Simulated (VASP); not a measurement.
Input:

```xyz
2
Lattice="0.0000 3.0876 3.0876 3.0876 0.0000 3.0876 3.0876 3.0876 0.0000" Properties=species:S:1:pos:R:3 pbc="T T T"
Ga     0.0000     0.0000     0.0000
Sb     1.5438     1.5438     1.5438
```

All values below come from TPSS meta-GGA, VASP's PBE PAW potentials (set 64) (plane waves; VASP 6.6.1). Settings: 520 eV cut-off, 12×12×12 Γ-centred mesh, tetrahedra with Blöchl corrections, potentials Ga_d Sb.

Unless said otherwise, spin-orbit coupling is left out, though it shifts the bands of the heavy elements here.

Problem. Predict the energy per atom (σ→0), band gap (over mesh and band path) with the smallest direct gap where there is one.

Solution. 
```
Property                                                              Result
----------------------------------  ----------------------------------------
band gap (over mesh and band path)  none (metal, semimetal or under 0.01 eV)
energy per atom (σ→0)                                        -11.596 eV/atom
```

Total energies compare only between runs with the same potentials, cut-off and functional.

The compound is GaSb in the zinc blende structure. It was relaxed first.
